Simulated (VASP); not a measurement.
Calculation: r2SCAN meta-GGA, VASP's PBE PAW potentials (set 64) (plane waves; VASP 6.6.1).

VASP input:

### KPOINTS
```
Automatic mesh
0
Gamma
11 11 6
0 0 0
```

### INCAR
```
SYSTEM = Dy
PREC = Accurate
ENCUT = 520
EDIFF = 1E-6
NELM = 100
ALGO = Normal
LREAL = .FALSE.
LASPH = .TRUE.
ISMEAR = 1
SIGMA = 0.1
METAGGA = R2SCAN
LMIXTAU = .TRUE.
LMAXMIX = 6
LWAVE = .FALSE.
LCHARG = .FALSE.
IBRION = 2
ISIF = 3
NSW = 60
EDIFFG = -0.01
```

**POSCAR**
```
Dy
1.0
  1.7950000000  -3.1090310000   0.0000000000
  1.7950000000   3.1090310000   0.0000000000
  0.0000000000   0.0000000000   5.6500000000
Dy
2
Direct
  0.3333330000   0.6666670000   0.2500000000
  0.6666670000   0.3333330000   0.7500000000
```

POTCAR, in this order: Dy_3 (PBE.64 set). Program: vasp_std.

Output

OSZICAR:
```
...
DAV:   8    -0.640591670049E+02   -0.13120E+01   -0.54395E-01  2337   0.711E+00    0.343E+00
DAV:   9    -0.641427346336E+02   -0.83568E-01   -0.21738E-02  1859   0.143E+00    0.102E+00
DAV:  10    -0.639028829679E+02    0.23985E+00   -0.79761E-02  1674   0.380E+00    0.163E+00
DAV:  11    -0.639068496101E+02   -0.39666E-02   -0.14669E-03  2153   0.454E-01    0.155E+00
DAV:  12    -0.639199300341E+02   -0.13080E-01   -0.21894E-02  1664   0.174E+00    0.115E+00
DAV:  13    -0.639418948722E+02   -0.21965E-01   -0.10757E-02  1689   0.128E+00    0.523E-01
DAV:  14    -0.639427123364E+02   -0.81746E-03   -0.52067E-04  2196   0.254E-01    0.307E-01
DAV:  15    -0.639448030176E+02   -0.20907E-02   -0.22629E-03  1674   0.530E-01    0.156E-01
DAV:  16    -0.639448195176E+02   -0.16500E-04   -0.55420E-05  2538   0.872E-02    0.157E-01
DAV:  17    -0.639448733881E+02   -0.53871E-04   -0.12075E-04  1694   0.144E-01    0.873E-02
DAV:  18    -0.639449061146E+02   -0.32727E-04   -0.14464E-04  1799   0.108E-01    0.459E-02
DAV:  19    -0.639449111847E+02   -0.50700E-05   -0.14504E-05  1754   0.383E-02    0.399E-02
DAV:  20    -0.639448860688E+02    0.25116E-04   -0.12775E-05  1739   0.477E-02    0.398E-02
DAV:  21    -0.639449029341E+02   -0.16865E-04   -0.23412E-06  1722   0.188E-02    0.509E-03
DAV:  22    -0.639448874704E+02    0.15464E-04   -0.49656E-06  1839   0.262E-02    0.119E-02
DAV:  23    -0.639448990560E+02   -0.11586E-04   -0.11319E-06   982   0.118E-02    0.577E-03
DAV:  24    -0.639448955938E+02    0.34622E-05   -0.32885E-07   862   0.730E-03    0.166E-03
DAV:  25    -0.639448975136E+02   -0.19198E-05   -0.33289E-08   862   0.249E-03    0.137E-03
DAV:  26    -0.639448979099E+02   -0.39628E-06   -0.22209E-08   847   0.157E-03
   1 F= -.63944898E+02 E0= -.63945852E+02  d E =-.639449E+02
       N       E                     dE             d eps       ncg     rms          rms(c)
DAV:   1    -0.639790968515E+02   -0.34199E-01   -0.99907E-01  1664   0.812E+00    0.129E+00
DAV:   2    -0.639597918456E+02    0.19305E-01   -0.54346E-02  1884   0.249E+00    0.512E-01
DAV:   3    -0.639531159367E+02    0.66759E-02   -0.11908E-02  2446   0.997E-01    0.224E-01
DAV:   4    -0.639516366295E+02    0.14793E-02   -0.55890E-03  2253   0.649E-01    0.128E-01
DAV:   5    -0.639517440051E+02   -0.10738E-03   -0.83784E-04  1674   0.289E-01    0.750E-02
DAV:   6    -0.639517214926E+02    0.22513E-04   -0.29911E-04  1674   0.185E-01    0.223E-02
DAV:   7    -0.639517306367E+02   -0.91442E-05   -0.13574E-04  1674   0.130E-01    0.688E-03
DAV:   8    -0.639517353426E+02   -0.47059E-05   -0.39093E-06  2260   0.190E-02    0.502E-03
DAV:   9    -0.639517355749E+02   -0.23231E-06   -0.58690E-07   932   0.824E-03
   2 F= -.63951736E+02 E0= -.63952761E+02  d E =-.683767E-02
       N       E                     dE             d eps       ncg     rms          rms(c)
DAV:   1    -0.639521310227E+02   -0.39568E-03   -0.11838E-02  1664   0.883E-01    0.144E-01
DAV:   2    -0.639519116894E+02    0.21933E-03   -0.62872E-04  1914   0.268E-01    0.542E-02
DAV:   3    -0.639518310421E+02    0.80647E-04   -0.14348E-04  2436   0.109E-01    0.231E-02
DAV:   4    -0.639518106133E+02    0.20429E-04   -0.62932E-05  2260   0.689E-02    0.133E-02
DAV:   5    -0.639518094926E+02    0.11208E-05   -0.12290E-05  1674   0.349E-02    0.757E-03
DAV:   6    -0.639518088537E+02    0.63884E-06   -0.51899E-06  1664   0.241E-02
   3 F= -.63951809E+02 E0= -.63952822E+02  d E =-.691094E-02
       N       E                     dE             d eps       ncg     rms          rms(c)
DAV:   1    -0.639570452781E+02   -0.52358E-02   -0.20962E-01  1664   0.364E+00    0.397E-01
DAV:   2    -0.639540514117E+02    0.29939E-02   -0.85385E-03  2079   0.965E-01    0.219E-01
DAV:   3    -0.639532737142E+02    0.77770E-03   -0.14135E-03  2439   0.379E-01    0.102E-01
DAV:   4    -0.639530420555E+02    0.23166E-03   -0.73327E-04  2165   0.246E-01    0.561E-02
DAV:   5    -0.639530810884E+02   -0.39033E-04   -0.82710E-05  1704   0.970E-02    0.396E-02
DAV:   6    -0.639530651826E+02    0.15906E-04   -0.41953E-05  1674   0.746E-02    0.828E-03
DAV:   7    -0.639530876897E+02   -0.22507E-04   -0.46597E-05  1664   0.808E-02    0.382E-03
DAV:   8    -0.639530860017E+02    0.16881E-05   -0.10765E-06  1314   0.113E-02    0.294E-03
DAV:   9    -0.639530858830E+02    0.11867E-06   -0.15749E-07   842   0.430E-03
   4 F= -.63953086E+02 E0= -.63954265E+02  d E =-.127703E-02
       N       E                     dE             d eps       ncg     rms          rms(c)
DAV:   1    -0.639532990650E+02   -0.21306E-03   -0.91510E-03  1664   0.760E-01    0.846E-02
DAV:   2    -0.639531633309E+02    0.13573E-03   -0.37780E-04  2074   0.203E-01    0.442E-02
DAV:   3    -0.639531275556E+02    0.35775E-04   -0.64483E-05  2423   0.809E-02    0.198E-02
DAV:   4    -0.639531182483E+02    0.93073E-05   -0.31288E-05  2178   0.508E-02    0.113E-02
DAV:   5    -0.639531210454E+02   -0.27971E-05   -0.36890E-06  1671   0.206E-02    0.791E-03
DAV:   6    -0.639531194574E+02    0.15881E-05   -0.20329E-06  1448   0.167E-02    0.184E-03
DAV:   7    -0.639531221470E+02   -0.26897E-05   -0.21157E-06  1568   0.171E-02    0.814E-04
DAV:   8    -0.639531218073E+02    0.33970E-06   -0.48573E-08   832   0.256E-03
   5 F= -.63953122E+02 E0= -.63954331E+02  d E =-.131295E-02
       N       E                     dE             d eps       ncg     rms          rms(c)
DAV:   1    -0.639531239190E+02   -0.17720E-05   -0.12339E-04  1664   0.883E-02    0.988E-03
DAV:   2    -0.639531225424E+02    0.13766E-05   -0.51306E-06  1949   0.236E-02    0.505E-03
DAV:   3    -0.639531221949E+02    0.34747E-06   -0.72552E-07   832   0.963E-03
   6 F= -.63953122E+02 E0= -.63954329E+02  d E =-.131334E-02
       N       E                     dE             d eps       ncg     rms          rms(c)
DAV:   1    -0.639531449087E+02   -0.22366E-04   -0.17560E-03  1664   0.333E-01    0.377E-02
DAV:   2    -0.639531210332E+02    0.23876E-04   -0.72830E-05  2099   0.888E-02    0.197E-02
DAV:   3    -0.639531146451E+02    0.63881E-05   -0.12518E-05  2413   0.355E-02    0.891E-03
DAV:   4    -0.639531123419E+02    0.23032E-05   -0.61822E-06  2101   0.225E-02    0.519E-03
DAV:   5    -0.639531120576E+02    0.28431E-06   -0.56524E-07   832   0.822E-03
   7 F= -.63953112E+02 E0= -.63954305E+02  d E =-.130320E-02
       N       E                     dE             d eps       ncg     rms          rms(c)
DAV:   1    -0.639531414740E+02   -0.29132E-04   -0.98834E-04  1664   0.250E-01    0.280E-02
DAV:   2    -0.639531244432E+02    0.17031E-04   -0.41872E-05  2074   0.673E-02    0.144E-02
DAV:   3    -0.639531212912E+02    0.31519E-05   -0.71187E-06  2156   0.273E-02    0.648E-03
DAV:   4    -0.639531195477E+02    0.17435E-05   -0.37370E-06  1792   0.188E-02    0.334E-03
DAV:   5    -0.639531211746E+02   -0.16269E-05   -0.12837E-06   983   0.134E-02    0.234E-03
DAV:   6    -0.639531198238E+02    0.13507E-05   -0.11055E-06   927   0.126E-02    0.102E-03
DAV:   7    -0.639531209544E+02   -0.11305E-05   -0.48037E-07   832   0.833E-03    0.280E-04
DAV:   8    -0.639531208889E+02    0.65520E-07   -0.38555E-08   832   0.314E-03
   8 F= -.63953121E+02 E0= -.63954324E+02  d E =-.131204E-02
       N       E                     dE             d eps       ncg     rms          rms(c)
DAV:   1    -0.639532721158E+02   -0.15116E-03   -0.42887E-03  1664   0.538E-01    0.932E-02
DAV:   2    -0.639531685458E+02    0.10357E-03   -0.26823E-04  1869   0.175E-01    0.343E-02
DAV:   3    -0.639531313091E+02    0.37237E-04   -0.65402E-05  2427   0.726E-02    0.131E-02
DAV:   4    -0.639531276061E+02    0.37030E-05   -0.24145E-05  2294   0.430E-02    0.766E-03
DAV:   5    -0.639531303437E+02   -0.27376E-05   -0.43226E-06  1674   0.206E-02    0.397E-03
DAV:   6    -0.639531300232E+02    0.32051E-06   -0.15121E-06  1126   0.129E-02
   9 F= -.63953130E+02 E0= -.63954349E+02  d E =-.913433E-05
```

File OUTCAR:
```
------------------------ aborting loop because EDIFF is reached ----------------------------------------
  FORCE on cell =-STRESS in cart. coord.  units (eV):
  Direction    XX          YY          ZZ          XY          YZ          ZX
  --------------------------------------------------------------------------------------
  Total        0.0094928      0.0094928     -0.0090325      0.0000000      0.0000000     -0.0000000
  in kB        0.2381474      0.2381474     -0.2266010      0.0000000      0.0000000     -0.0000000
  external PRESSURE =       0.0832313 kB  Pullay stress =       0.0000000 kB
  volume of cell :       63.86
      direct lattice vectors                 reciprocal lattice vectors
     1.818746567 -3.150161252  0.000000000     0.274914608 -0.158722034  0.000000000
     1.818746567  3.150161252 -0.000000000     0.274914608  0.158722034  0.000000000
    -0.000000000 -0.000000000  5.573440872     0.000000000  0.000000000  0.179422375
 POSITION                                       TOTAL-FORCE (eV/Angst)
 -----------------------------------------------------------------------------------
      1.81875      1.05006      1.39336         0.000000     -0.000000     -0.000000
      1.81875     -1.05006      4.18008        -0.000000      0.000000      0.000000
 -----------------------------------------------------------------------------------
    total drift:                                0.000000      0.000105     -0.000010
  FREE ENERGIE OF THE ION-ELECTRON SYSTEM (eV)
  ---------------------------------------------------
  free  energy   TOTEN  =       -63.9531300232 eV

  energy  without entropy=      -63.9567877504  energy(sigma->0) =      -63.95434927

 reached required accuracy - stopping structural energy minimisation
```
(Selected blocks of OUTCAR.)

**CONTCAR**
```
Dy
   1.00000000000000
     1.8187465668255678   -3.1501612523495028    0.0000000000000000
     1.8187465668255678    3.1501612523495028   -0.0000000000000000
    -0.0000000000000000   -0.0000000000000000    5.5734408722598863
  Dy
     2
Direct
     0.3333330000000032    0.6666669999999968    0.2500000000000000
     0.6666669999999968    0.3333330000000032    0.7500000000000000
```

The 4f electrons are frozen in the core of the lanthanide potential, so 4f levels, which can set the real gap, and their magnetism are missing.

The compound is Dy in the hcp structure. This run relaxes it. Symmetry was kept, so distortions that lower it aren't found.
